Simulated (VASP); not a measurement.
Level of theory: LDA (Ceperley-Alder, Perdew-Zunger), VASP's LDA PAW potentials (set 64) (plane waves; VASP).

Input for VASP

INCAR:
```
SYSTEM = Tc
PREC = Accurate
ENCUT = 500
EDIFF = 1E-6
NELM = 100
ALGO = Normal
LREAL = .FALSE.
LASPH = .TRUE.
ISMEAR = 1
SIGMA = 0.1
LMAXMIX = 4
LWAVE = .FALSE.
LCHARG = .FALSE.
IBRION = 2
ISIF = 3
NSW = 40
EDIFFG = -0.02
PSTRESS = 300
```

POSCAR:
```
Tc
1
    1.3219789145    -2.2897350701     0.0000000000
    1.3219789145     2.2897350701     0.0000000000
    0.0000000000     0.0000000000     4.2234391233
Tc
2
Direct
  0.3333330000   0.6666670000   0.2500000000
  0.6666670000   0.3333330000   0.7500000000
```

**KPOINTS**
```
Automatic mesh
0
Gamma
16 16 9
0 0 0
```

POTCAR, in this order: Tc_pv (LDA.64 set). Program: vasp_std.

Output

File OSZICAR:
```
       N       E                     dE             d eps       ncg     rms          rms(c)
DAV:   1     0.305465636855E+03    0.30547E+03   -0.16506E+04  5116   0.159E+03
DAV:   2    -0.168874418163E+02   -0.32235E+03   -0.31904E+03  5560   0.459E+02
DAV:   3    -0.246517255940E+02   -0.77643E+01   -0.76443E+01  5943   0.832E+01
DAV:   4    -0.247245540299E+02   -0.72828E-01   -0.72611E-01  5622   0.782E+00
DAV:   5    -0.247252194409E+02   -0.66541E-03   -0.66530E-03  5645   0.704E-01    0.245E+01
DAV:   6    -0.234875719913E+02    0.12376E+01   -0.25729E+00  5400   0.164E+01    0.887E+00
DAV:   7    -0.232995840779E+02    0.18799E+00   -0.60168E-01  5660   0.717E+00    0.113E+00
DAV:   8    -0.232863852917E+02    0.13199E-01   -0.21858E-02  5177   0.174E+00    0.124E-01
DAV:   9    -0.232863249720E+02    0.60320E-04   -0.43108E-04  5606   0.227E-01    0.334E-02
DAV:  10    -0.232863349243E+02   -0.99523E-05   -0.15589E-05  5317   0.399E-02    0.374E-03
DAV:  11    -0.232863347373E+02    0.18695E-06   -0.13160E-06  2942   0.121E-02
   1 F= -.18498748E+02 E0= -.18498403E+02  d E =-.184987E+02
```

### OUTCAR
```
------------------------ aborting loop because EDIFF is reached ----------------------------------------
  FORCE on cell =-STRESS in cart. coord.  units (eV):
  Direction    XX          YY          ZZ          XY          YZ          ZX
  --------------------------------------------------------------------------------------
  Total        4.7688769      4.7688787      4.7688478      0.0000000      0.0000000     -0.0000000
  in kB      298.8275944    298.8277050    298.8257716      0.0000000      0.0000000     -0.0000000
  external PRESSURE =      -1.1729763 kB  Pullay stress =     300.0000000 kB
  volume of cell :       25.57
      direct lattice vectors                 reciprocal lattice vectors
     1.321978915 -2.289735070  0.000000000     0.378220859 -0.218365874  0.000000000
     1.321978915  2.289735070  0.000000000     0.378220859  0.218365874  0.000000000
     0.000000000  0.000000000  4.223439123     0.000000000  0.000000000  0.236773864
 POSITION                                       TOTAL-FORCE (eV/Angst)
 -----------------------------------------------------------------------------------
      1.32198      0.76325      1.05586        -0.000000     -0.000000      0.000000
      1.32198     -0.76325      3.16758         0.000000      0.000000      0.000000
 -----------------------------------------------------------------------------------
    total drift:                               -0.000000      0.000569     -0.000043
  FREE ENERGIE OF THE ION-ELECTRON SYSTEM (eV)
  ---------------------------------------------------
  free  energy   TOTEN  =       -23.2863347373 eV

  energy  without entropy=      -23.2852994393  energy(sigma->0) =      -23.28598964
  enthalpy is  TOTEN    =       -18.4987478283 eV   P V=        4.7875869091

 reached required accuracy - stopping structural energy minimisation
```
(Selected blocks of OUTCAR.)

The compound is Tc in the hcp structure. It was relaxed first under an external pressure of 30 GPa.
